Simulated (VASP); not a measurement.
Input:

```yaml
crystal:
  lattice:
    - [0.00000, 3.23455, 3.23455]
    - [3.23455, 0.00000, 3.23455]
    - [3.23455, 3.23455, 0.00000]
  atoms:
    - { symbol: Te, position: [0.50000, 0.50000, 0.50000] }
    - { symbol: Pb, position: [0.00000, 0.00000, 0.00000] }
```

Calculation: PBE GGA with D4 dispersion, VASP's PBE PAW potentials (set 64) (plane waves; VASP). Numerical set-up: 520 eV cut-off, 8×8×8 Γ-centred mesh, tetrahedra with Blöchl corrections, potentials Te Pb_d.

Unless said otherwise, spin-orbit coupling is left out, though it shifts the bands of the heavy elements here.

### Question
Estimate the energy per atom (σ→0), band gap (on the k-mesh) with the smallest direct gap where there is one.

### Answer

```
Item                                          Value
-----------------------------------  --------------
band gap (on the k-mesh)                    0.74 eV
smallest direct gap (on the k-mesh)         0.74 eV
energy per atom (σ→0)                -4.189 eV/atom
```

The compound is PbTe in the rock salt structure. It was relaxed first.
